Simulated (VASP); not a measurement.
Given:

```
CELL_PARAMETERS angstrom
      0.00000     2.25366     2.25366
      2.25366     0.00000     2.25366
      2.25366     2.25366     0.00000
ATOMIC_POSITIONS crystal
  Hf 0.00000 0.00000 0.00000
  N  0.50000 0.50000 0.50000
```

Calculation: PBE GGA, VASP's PBE PAW potentials (set 64) (plane waves; VASP). Numerical set-up: 620 eV cut-off, 14×14×14 Γ-centred mesh, first-order Methfessel-Paxton smearing of 0.10 eV, potentials Hf_pv N.

Unless said otherwise, spin-orbit coupling is left out, though it shifts the bands of the heavy elements here.

**Question.** What does the run give for the energy per atom (σ→0), pressure, band gap (on the k-mesh) with the smallest direct gap where there is one?

**Answer.** 
```
Quantity                                                    Result
------------------------  ----------------------------------------
band gap (on the k-mesh)  none (metal, semimetal or under 0.01 eV)
energy per atom (σ→0)                              -10.875 eV/atom
pressure                                                  4.95 GPa
```

The compound is HfN in the rock salt structure. It was relaxed first under an external pressure of 5 GPa. The electron count is odd and the run is not spin-polarised, which forces a metal.
